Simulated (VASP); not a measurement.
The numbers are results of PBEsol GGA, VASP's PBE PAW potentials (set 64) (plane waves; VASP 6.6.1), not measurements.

VASP ran on this input.

POSCAR:
```
Mg3Sb2
1
    2.2344000000    -3.8700940000     0.0000000000
    2.2344000000     3.8700940000     0.0000000000
    0.0000000000     0.0000000000     7.0854000000
Mg Sb
3 2
Direct
  0.0000000000   0.0000000000   0.0000000000
  0.3333330000   0.6666670000   0.6340000000
  0.6666670000   0.3333330000   0.3660000000
  0.3333330000   0.6666670000   0.2280000000
  0.6666670000   0.3333330000   0.7720000000
```

### KPOINTS
```
Automatic mesh
0
Gamma
4 4 3
0 0 0
```

**INCAR**
```
EDIFF = 1E-6   # SCF stop (eV)
LWAVE = .FALSE.
ISIF = 2   # forces and stress, cell fixed
ISMEAR = -1   # Fermi-Dirac
SIGMA = 0.02   # width (eV)
LASPH = .TRUE.   # aspherical one-centre terms
LMAXMIX = 4   # l cut-off of mixed one-centre charges
LREAL = .FALSE.   # projection in real space or not
SYSTEM = Mg3Sb2
LCHARG = .FALSE.
ENCUT = 300   # plane-wave cut-off (eV)
GGA = PS   # PBEsol
NELM = 100
PREC = Accurate
ALGO = Normal   # blocked Davidson
```

POTCAR, in this order: Mg Sb (PBE.64 set). Program: vasp_std.

Q: Estimate the energy per atom (σ→0), pressure, largest force.

A: 
* **energy per atom (σ→0)**: -3.188 eV/atom
* **pressure**: 3.08 GPa
* **largest force**: 0.01113 Ry/bohr

### OSZICAR
```
...
DAV:   6    -0.160680660654E+02    0.52352E+00   -0.68235E-01   236   0.380E+00    0.284E+00
DAV:   7    -0.159417917885E+02    0.12627E+00   -0.50737E-01   240   0.336E+00    0.107E+00
DAV:   8    -0.159382633398E+02    0.35284E-02   -0.23312E-02   244   0.945E-01    0.714E-02
DAV:   9    -0.159382179307E+02    0.45409E-04   -0.52762E-04   260   0.165E-01    0.318E-02
DAV:  10    -0.159382346194E+02   -0.16689E-04   -0.36564E-05   256   0.398E-02    0.965E-03
DAV:  11    -0.159382378920E+02   -0.32726E-05   -0.78026E-06   228   0.166E-02    0.402E-03
DAV:  12    -0.159382378496E+02    0.42328E-07   -0.20202E-06   172   0.769E-03
   1 F= -.15938238E+02 E0= -.15938221E+02  d E =-.332602E-04
```

The structure is a typed Mg3Sb2 crystal (P-3m1). The cell was not relaxed at this level, and its volume differs by -5.9 % from the start's.
